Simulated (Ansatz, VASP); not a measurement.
## Na3AsBr6 in two plane-wave programs

Wanted: the spread between two codes on one cell, functional and k mesh. The cell is taken from a series of runs on this material, whose earlier steps may have relaxed, scaled, displaced or heated it; both programs get it as it stands.

Calculated with Ansatz 0.2.0; plane waves, with VASP 6.6.1 beside it; dielectric response at PBE.

## Step 1: Starting point

It takes space group Fm-3m (No. 225, cubic). The conventional cell has a = 11.015 Å, b = 11.015 Å, c = 11.015 Å, α = 90.00°, β = 90.00°, γ = 90.00°. Br has 1 As at 2.65 Å and 1 Na at 2.86 Å nearest. As has 6 Br at 2.65 Å nearest. Nearest to Na lie 6 Br at 2.86 Å. Nearest to Na lie 12 Br at 3.90 Å. Farther neighbours and most contacts between anions are not listed.

## Step 2: VASP: dielectric response, PBE

The response to a field tests empty states and converges slowly with the mesh.

Lines of VASP's logs that name or quote its potential files are left out, and so is its time.

INCAR reads:

```
SYSTEM = Na3AsBr6
PREC = Accurate
ENCUT = 400
EDIFF = 1E-08
NELM = 120
ISMEAR = 0
SIGMA = 0.01
LREAL = .FALSE.
ALGO = Normal
GGA = PE
NBANDS = 44
LORBIT = 11
LWAVE = .FALSE.
LCHARG = .FALSE.
ISIF = 2
LEPSILON = .TRUE.
LASPH = .TRUE.
GGA_COMPAT = .FALSE.
EFERMI = MIDGAP
KPAR = 2
```

POSCAR reads:

```
Na3AsBr6
1.0
    0.0000000000      5.5076400000      5.5076400000
    5.5076400000      0.0000000000      5.5076400000
    5.5076400000      5.5076400000      0.0000000000
Br As Na
6 1 3
Direct
    0.7596260000      0.7596260000      0.2403740000
    0.7596260000      0.2403740000      0.7596260000
    0.2403740000      0.7596260000      0.2403740000
    0.2403740000      0.7596260000      0.7596260000
    0.2403740000      0.2403740000      0.7596260000
    0.7596260000      0.2403740000      0.2403740000
    0.0000000000      0.0000000000      0.0000000000
    0.5000000000      0.5000000000      0.5000000000
    0.2500000000      0.2500000000      0.2500000000
    0.7500000000      0.7500000000      0.7500000000
```

KPOINTS reads:

```
Automatic mesh
0
Gamma
4 4 4
0 0 0
```

Potentials, in the order of the species: Br, As and Na_pv (PBE family, release 64).

Run with:

```
$ mpirun -np 2 vasp_std
```

Numbers of over 12 decimals in the logs are rounded to 6 here.

The program printed:

```text
[banner, memory and clock lines left out]
running    2 mpi-ranks, on    1 nodes
 distrk:  each k-point on    1 cores,    2 groups
 distr:  one band on    1 cores,    1 groups

 POSCAR found type information on POSCAR BrAsNa
 POSCAR found :  3 types and      10 ions
 LDA part: xc-table for (Slater+PW92), standard interpolation
 POSCAR, INCAR and KPOINTS ok, starting setup
 FFT: planning ... GRIDC
 FFT: planning ... GRID_SOFT
 FFT: planning ... GRID
 WAVECAR not read
 entering main loop
       N       E                     dE             d eps       ncg     rms          rms(c)
DAV:   1     0.519948386392E+03    0.51995E+03   -0.26090E+04   752   0.113E+03
DAV:   2     0.295194617868E+02   -0.49043E+03   -0.47308E+03   868   0.279E+02
DAV:   3    -0.278787509475E+02   -0.57398E+02   -0.56975E+02   848   0.109E+02
DAV:   4    -0.295816920723E+02   -0.17029E+01   -0.16938E+01   812   0.221E+01
DAV:   5    -0.296290800308E+02   -0.47388E-01   -0.47330E-01   848   0.343E+00    0.678E+00
DAV:   6    -0.282617594123E+02    0.13673E+01   -0.19320E+00   764   0.508E+00    0.426E+00
DAV:   7    -0.281569338526E+02    0.10483E+00   -0.69518E-01   856   0.271E+00    0.240E+00
DAV:   8    -0.281337314381E+02    0.23202E-01   -0.41100E-02   808   0.103E+00    0.677E-01
DAV:   9    -0.281306825649E+02    0.30489E-02   -0.13554E-02   760   0.555E-01    0.189E-01
DAV:  10    -0.281306252499E+02    0.57315E-04   -0.37962E-03   760   0.300E-01    0.110E-01
DAV:  11    -0.281306582741E+02   -0.33024E-04   -0.46122E-04   816   0.105E-01    0.383E-02
DAV:  12    -0.281306576712E+02    0.60284E-06   -0.11206E-04   792   0.414E-02    0.167E-02
DAV:  13    -0.281306571015E+02    0.56968E-06   -0.86123E-06   824   0.134E-02    0.469E-03
DAV:  14    -0.281306586544E+02   -0.15528E-05   -0.12379E-06   784   0.523E-03    0.116E-03
DAV:  15    -0.281306586351E+02    0.19329E-07   -0.32720E-07   844   0.250E-03    0.756E-04
DAV:  16    -0.281306586659E+02   -0.30855E-07   -0.24627E-08   640   0.664E-04    0.250E-04
DAV:  17    -0.281306586780E+02   -0.12079E-07   -0.14236E-09   460   0.209E-04    0.166E-04
DAV:  18    -0.281306586710E+02    0.70140E-08   -0.74659E-10   436   0.132E-04
   1 F= -.28130659E+02 E0= -.28130659E+02  d E =0.000000E+00
 Linear response reoptimize wavefunctions to high precision
DAV:   1    -0.281306586690E+02    0.19327E-08   -0.17868E-10   428   0.934E-05
DAV:   2    -0.281306586692E+02   -0.17189E-09   -0.46430E-12   424   0.359E-05
DAV:   3    -0.281306586694E+02   -0.22646E-09   -0.13927E-11   424   0.247E-05
 Linear response G [H, r] |phi>, progress :
  Direction:   1
       N       E                     dE             d eps       ncg     rms
RMM:   1    -0.278985949293E+03   -0.27899E+03   -0.65761E+02  1491   0.130E+02
RMM:   2    -0.252431049605E+03    0.26555E+02   -0.50308E+01  1271   0.318E+01
RMM:   3    -0.253020459478E+03   -0.58941E+00   -0.42379E+00  1356   0.922E+00
RMM:   4    -0.253056436118E+03   -0.35977E-01   -0.27103E-01  1382   0.258E+00
RMM:   5    -0.253059827941E+03   -0.33918E-02   -0.13829E-02  1393   0.645E-01
RMM:   6    -0.253060151234E+03   -0.32329E-03    0.70308E-04  1408   0.205E-01
RMM:   7    -0.253060222492E+03   -0.71259E-04    0.18440E-03  1432   0.676E-02
RMM:   8    -0.253060190335E+03    0.32157E-04    0.24199E-03  1447   0.260E-02
RMM:   9    -0.253060193358E+03   -0.30231E-05    0.24444E-03  1451   0.115E-02
RMM:  10    -0.253060190542E+03    0.28156E-05    0.23609E-03  1435   0.576E-03
RMM:  11    -0.253060203563E+03   -0.13020E-04    0.23379E-03  1339   0.339E-03
RMM:  12    -0.253060195601E+03    0.79611E-05    0.21888E-03  1277   0.243E-03
RMM:  13    -0.253060190815E+03    0.47867E-05    0.25576E-03  1280   0.206E-03
RMM:  14    -0.253060194068E+03   -0.32529E-05    0.22479E-03  1288   0.195E-03
RMM:  15    -0.253060183239E+03    0.10828E-04    0.26129E-03  1288   0.189E-03
RMM:  16    -0.253060189646E+03   -0.64064E-05    0.23240E-03  1315   0.186E-03
RMM:  17    -0.253060205393E+03   -0.15748E-04    0.22520E-03  1313   0.185E-03
 Linear response G [H, r] |phi>, progress :
  Direction:   2
       N       E                     dE             d eps       ncg     rms
RMM:   1    -0.278132481104E+03   -0.27813E+03   -0.64737E+02  1483   0.129E+02
RMM:   2    -0.253534889985E+03    0.24598E+02   -0.49836E+01  1266   0.317E+01
RMM:   3    -0.254106424500E+03   -0.57153E+00   -0.42557E+00  1355   0.929E+00
RMM:   4    -0.254145625725E+03   -0.39201E-01   -0.27536E-01  1381   0.263E+00
RMM:   5    -0.254149273783E+03   -0.36481E-02   -0.15246E-02  1385   0.648E-01
RMM:   6    -0.254149648803E+03   -0.37502E-03   -0.11107E-03  1408   0.211E-01
RMM:   7    -0.254149720139E+03   -0.71336E-04    0.12500E-04  1438   0.705E-02
RMM:   8    -0.254149721244E+03   -0.11047E-05    0.46952E-04  1437   0.276E-02
RMM:   9    -0.254149723872E+03   -0.26279E-05    0.50322E-04  1460   0.118E-02
RMM:  10    -0.254149728846E+03   -0.49739E-05   -0.15830E-04  1442   0.584E-03
[...]
RMM:   3    -0.245682087259E+03   -0.60435E+00   -0.38037E+00  1342   0.853E+00
RMM:   4    -0.245721008758E+03   -0.38921E-01   -0.26228E-01  1390   0.241E+00
RMM:   5    -0.245723705091E+03   -0.26963E-02   -0.12784E-02  1383   0.590E-01
RMM:   6    -0.245723938250E+03   -0.23316E-03   -0.13189E-03  1409   0.180E-01
[...]
RMM:  14    -0.339692988161E+01    0.16532E-08   -0.11138E-08   751   0.138E-04
 change of polarisation eV/A/(eV/A) component  2 :     0.451     6.794    -0.103
 dielectric tensor                  component  2 :     0.244     4.679    -0.056
 Linear response to external field (no local field effect), progress :
  Direction:   3
       N       E                     dE             d eps       ncg     rms          rms(c)
RMM:   1    -0.255999706113E+01   -0.25600E+01   -0.96044E+00  1366   0.588E+00
RMM:   2    -0.302381587469E+01   -0.46382E+00   -0.15772E-01  1360   0.130E+00
RMM:   3    -0.303054265444E+01   -0.67268E-02   -0.95382E-03  1361   0.242E-01
RMM:   4    -0.303097707518E+01   -0.43442E-03   -0.54783E-04  1374   0.602E-02
RMM:   5    -0.303099690889E+01   -0.19834E-04   -0.63897E-05  1379   0.155E-02
RMM:   6    -0.303099732074E+01   -0.41184E-06   -0.35865E-06  1386   0.520E-03
RMM:   7    -0.303099749218E+01   -0.17145E-06   -0.85710E-07  1377   0.199E-03
RMM:   8    -0.303099749809E+01   -0.59041E-08   -0.20136E-07  1181   0.858E-04
RMM:   9    -0.303099749928E+01   -0.11895E-08   -0.17338E-07   943   0.454E-04
RMM:  10    -0.303099749872E+01    0.55822E-09    0.28278E-08   841   0.285E-04
 change of polarisation eV/A/(eV/A) component  3 :     0.103    -0.103     6.062
 dielectric tensor                  component  3 :     0.056    -0.056     4.283
 Linear response to external field, progress :
  Direction:   1
       N       E                     dE             d eps       ncg     rms          rms(c)
RMM:   1    -0.286699367051E+01   -0.28670E+01   -0.11663E+01  2264   0.606E+00
RMM:   2    -0.325367062728E+01   -0.38668E+00   -0.15574E-01  2223   0.127E+00    0.410E+00
RMM:   3    -0.262842416245E+01    0.62525E+00   -0.97013E-01  2124   0.223E+00    0.174E+00
RMM:   4    -0.261562214918E+01    0.12802E-01   -0.36931E-01  2196   0.140E+00    0.735E-01
RMM:   5    -0.269817503269E+01   -0.82553E-01   -0.46449E-02  2012   0.657E-01    0.202E-01
RMM:   6    -0.271900120291E+01   -0.20826E-01   -0.38043E-03  2202   0.193E-01    0.113E-01
RMM:   7    -0.273026988903E+01   -0.11269E-01   -0.12244E-03  2006   0.133E-01    0.288E-02
RMM:   8    -0.273133305351E+01   -0.10632E-02   -0.95803E-05  2167   0.400E-02    0.158E-02
RMM:   9    -0.273114317581E+01    0.18988E-03    0.73594E-06  2113   0.163E-02    0.346E-03
RMM:  10    -0.273123087387E+01   -0.87698E-04   -0.51865E-06  2185   0.515E-03    0.216E-03
RMM:  11    -0.273120786385E+01    0.23010E-04    0.19959E-05  2057   0.218E-03    0.401E-04
RMM:  12    -0.273119452813E+01    0.13336E-04   -0.67853E-06  2311   0.764E-04    0.102E-04
RMM:  13    -0.273119891306E+01   -0.43849E-05   -0.17410E-06  2192   0.265E-04    0.592E-05
RMM:  14    -0.273119784606E+01    0.10670E-05   -0.96087E-07  1997   0.165E-04    0.161E-05
RMM:  15    -0.273119685023E+01    0.99583E-06    0.52946E-06  1568   0.122E-04    0.874E-06
 change of polarisation eV/A/(eV/A) component  1 :     4.915     0.345     0.132
 dielectric tensor                  component  1 :     3.662     0.187     0.071
 Linear response to external field, progress :
  Direction:   2
       N       E                     dE             d eps       ncg     rms          rms(c)
RMM:   1    -0.285827023593E+01   -0.28583E+01   -0.11576E+01  2260   0.611E+00
RMM:   2    -0.325375066733E+01   -0.39548E+00   -0.15499E-01  2227   0.128E+00    0.410E+00
RMM:   3    -0.262805234090E+01    0.62570E+00   -0.97172E-01  2142   0.224E+00    0.174E+00
RMM:   4    -0.261536442667E+01    0.12688E-01   -0.36636E-01  2206   0.140E+00    0.736E-01
RMM:   5    -0.269864683483E+01   -0.83282E-01   -0.46937E-02  2011   0.663E-01    0.203E-01
RMM:   6    -0.271870078040E+01   -0.20054E-01   -0.37390E-03  2209   0.193E-01    0.114E-01
RMM:   7    -0.273027051113E+01   -0.11570E-01   -0.12889E-03  2008   0.133E-01    0.287E-02
RMM:   8    -0.273135735953E+01   -0.10868E-02   -0.98446E-05  2174   0.401E-02    0.164E-02
RMM:   9    -0.273114590577E+01    0.21145E-03   -0.13920E-05  2099   0.162E-02    0.337E-03
RMM:  10    -0.273122885480E+01   -0.82949E-04   -0.13211E-05  2221   0.529E-03    0.221E-03
RMM:  11    -0.273120890422E+01    0.19951E-04   -0.43643E-05  2075   0.217E-03    0.420E-04
RMM:  12    -0.273119545736E+01    0.13447E-04   -0.18497E-06  2278   0.779E-04    0.119E-04
RMM:  13    -0.273119917789E+01   -0.37205E-05   -0.13562E-05  2193   0.281E-04    0.681E-05
RMM:  14    -0.273119723438E+01    0.19435E-05   -0.25214E-06  2024   0.180E-04    0.127E-05
RMM:  15    -0.273119705710E+01    0.17728E-06   -0.24407E-06  1481   0.126E-04    0.774E-06
 change of polarisation eV/A/(eV/A) component  2 :     0.356     4.915    -0.132
 dielectric tensor                  component  2 :     0.193     3.662    -0.071
 Linear response to external field, progress :
  Direction:   3
       N       E                     dE             d eps       ncg     rms          rms(c)
RMM:   1    -0.285951040906E+01   -0.28595E+01   -0.11588E+01  2256   0.610E+00
RMM:   2    -0.325375356845E+01   -0.39424E+00   -0.15523E-01  2230   0.128E+00    0.410E+00
RMM:   3    -0.262809260115E+01    0.62566E+00   -0.97257E-01  2136   0.224E+00    0.174E+00
RMM:   4    -0.261538719415E+01    0.12705E-01   -0.36690E-01  2208   0.140E+00    0.736E-01
RMM:   5    -0.269868684641E+01   -0.83300E-01   -0.47031E-02  2008   0.663E-01    0.203E-01
RMM:   6    -0.271864240390E+01   -0.19956E-01   -0.38271E-03  2210   0.193E-01    0.114E-01
RMM:   7    -0.273025303648E+01   -0.11611E-01   -0.12678E-03  2007   0.133E-01    0.287E-02
RMM:   8    -0.273136538305E+01   -0.11123E-02   -0.11310E-04  2171   0.402E-02    0.166E-02
RMM:   9    -0.273114799803E+01    0.21739E-03   -0.40031E-05  2100   0.162E-02    0.339E-03
RMM:  10    -0.273122950241E+01   -0.81504E-04   -0.15854E-05  2220   0.531E-03    0.224E-03
RMM:  11    -0.273121170923E+01    0.17793E-04   -0.34933E-05  2074   0.217E-03    0.420E-04
RMM:  12    -0.273119694730E+01    0.14762E-04   -0.12620E-05  2292   0.782E-04    0.117E-04
RMM:  13    -0.273120136131E+01   -0.44140E-05   -0.20855E-05  2186   0.282E-04    0.695E-05
RMM:  14    -0.273119878403E+01    0.25773E-05   -0.13004E-05  2039   0.181E-04    0.129E-05
RMM:  15    -0.273119785770E+01    0.92633E-06   -0.73266E-06  1491   0.127E-04    0.768E-06
 change of polarisation eV/A/(eV/A) component  3 :     0.140     0.085     4.915
 dielectric tensor                  component  3 :     0.076     0.046     3.662
 Born effective charges drift removed
```

From OUTCAR (step 2):

```text
ion  position               nearest neighbor table
   1  0.760  0.760  0.240-   7 2.65
   2  0.760  0.240  0.760-   7 2.65
   3  0.240  0.760  0.240-   7 2.65
   4  0.240  0.760  0.760-   7 2.65
   5  0.240  0.240  0.760-   7 2.65
   6  0.760  0.240  0.240-   7 2.65
   7  0.000  0.000  0.000-   1 2.65   2 2.65   3 2.65   4 2.65   5 2.65   6 2.65
   8  0.500  0.500  0.500-
   9  0.250  0.250  0.250-
  10  0.750  0.750  0.750-

  LATTYP: Found a face centered cubic cell.
 ALAT       =    11.0152800000

 Subroutine GETGRP returns: Found 48 space group operations
 (whereof 48 operations were pure point group operations)

The static configuration has the point symmetry O_h .

 Found      8 irreducible k-points:

   k-points           NKPTS =      8   k-points in BZ     NKDIM =      8   number of bands    NBANDS=     44

   dimension x,y,z NGX =    54 NGY =   54 NGZ =   54
   dimension x,y,z NGXF=   108 NGYF=  108 NGZF=  108

   ENCUT  =  400.0 eV  29.40 Ry    5.42 a.u.  12.70 12.70 12.70*2*pi/ulx,y,z

   NELECT =      68.0000    total number of electrons

 k-points in reciprocal lattice and weights: Automatic mesh
   0.00000000  0.00000000  0.00000000       0.016
   0.25000000  0.00000000  0.00000000       0.125
   0.50000000  0.00000000  0.00000000       0.062
   0.25000000  0.25000000  0.00000000       0.094
   0.50000000  0.25000000  0.00000000       0.375
  -0.25000000  0.25000000  0.00000000       0.188
   0.50000000  0.50000000  0.00000000       0.047
  -0.25000000  0.50000000  0.25000000       0.094

 average (electrostatic) potential at core
       1 -64.6954       2 -64.6954       3 -64.6954       4 -64.6954       5 -64.6954
       6 -64.6954       7 -55.7954       8 -48.7013       9 -50.2200      10 -50.2200

  Total       -0.3730806     -0.3730806     -0.3730806      0.0000000      0.0000000     -0.0000000
  in kB       -1.7889023     -1.7889023     -1.7889023      0.0000000      0.0000000     -0.0000000
  external PRESSURE =      -1.7889023 kB  Pullay stress =       0.0000000 kB

  energy-cutoff  :      400.00
  volume of cell :      334.14
      direct lattice vectors                 reciprocal lattice vectors
     0.000000000  5.507640000  5.507640000    -0.090782985  0.090782985  0.090782985
     5.507640000  0.000000000  5.507640000     0.090782985 -0.090782985  0.090782985
     5.507640000  5.507640000  0.000000000     0.090782985  0.090782985 -0.090782985

 POSITION                                       TOTAL-FORCE (eV/Angst)
 -----------------------------------------------------------------------------------
      5.50764      5.50764      8.36749        -0.000000     -0.000000      0.001559
      5.50764      8.36749      5.50764        -0.000000      0.001559     -0.000000
      5.50764      2.64779      5.50764        -0.000000     -0.001559     -0.000000
      8.36749      5.50764      5.50764         0.001559     -0.000000     -0.000000
      5.50764      5.50764      2.64779        -0.000000     -0.000000     -0.001559
      2.64779      5.50764      5.50764        -0.001559     -0.000000     -0.000000
      0.00000      0.00000      0.00000        -0.000000     -0.000000     -0.000000
      5.50764      5.50764      5.50764        -0.000000     -0.000000     -0.000000
      2.75382      2.75382      2.75382         0.000000      0.000000     -0.000000
      8.26146      8.26146      8.26146         0.000000      0.000000     -0.000000
 -----------------------------------------------------------------------------------
    total drift:                                0.000000      0.000000      0.000000

 MACROSCOPIC STATIC DIELECTRIC TENSOR (including local field effects in DFT)
 ------------------------------------------------------
           3.661624    -0.000000     0.000000
          -0.000000     3.661624     0.000000
           0.000000    -0.000000     3.661624
 ------------------------------------------------------

 PIEZOELECTRIC TENSOR (including local field effects)  for field in x, y, z        (C/m^2)
          XX          YY          ZZ          XY          YZ          ZX
  --------------------------------------------------------------------------------
  x     0.00000     0.00000     0.00000     0.00000     0.00000     0.00000
  y     0.00000     0.00000     0.00000     0.00000     0.00000     0.00000
  z     0.00000     0.00000     0.00000     0.00000     0.00000     0.00000

 BORN EFFECTIVE CHARGES (including local field effects) (in |e|, cummulative output)
 ---------------------------------------------------------------------------------
 ion    1
    1    -0.66168     0.00000     0.00000
    2     0.00000    -0.66168     0.00000
    3     0.00000    -0.00000    -2.86712
 ion    2
    1    -0.66168     0.00000     0.00000
    2     0.00000    -2.86712    -0.00000
    3     0.00000     0.00000    -0.66168
 ion    3
    1    -0.66168     0.00000     0.00000
    2     0.00000    -2.86712    -0.00000
    3     0.00000     0.00000    -0.66168
 ion    4
    1    -2.86712     0.00000     0.00000
    2     0.00000    -0.66168    -0.00000
    3     0.00000    -0.00000    -0.66168
 ion    5
    1    -0.66168     0.00000     0.00000
    2     0.00000    -0.66168     0.00000
    3     0.00000    -0.00000    -2.86712
 ion    6
    1    -2.86712     0.00000     0.00000
    2     0.00000    -0.66168    -0.00000
    3     0.00000    -0.00000    -0.66168
 ion    7
    1     4.02644     0.00000    -0.00000
    2     0.00000     4.02644    -0.00000
    3     0.00000     0.00000     4.02644
 ion    8
    1     1.64388     0.00000     0.00000
    2     0.00000     1.64388    -0.00000
    3     0.00000    -0.00000     1.64388
 ion    9
    1     1.35531     0.00000     0.00000
    2     0.00000     1.35531     0.00000
    3     0.00000     0.00000     1.35531
 ion   10
    1     1.35531     0.00000     0.00000
    2     0.00000     1.35531     0.00000
    3     0.00000     0.00000     1.35531
```

(Continued in part 2 of 2.)

[Lines on the potential files, build, host, timing and source positions are cut from VASP's logs without a mark.]

[Logs are printed without paths, hosts, clocks, repeated set-up lines and the standing remarks that a program may print on its own settings, such as how far it seeks lower states.]

[Hosts, paths, dates, database ids (printed as entryN), source tags and the programs' standing remarks are cut or masked in the printed files.]
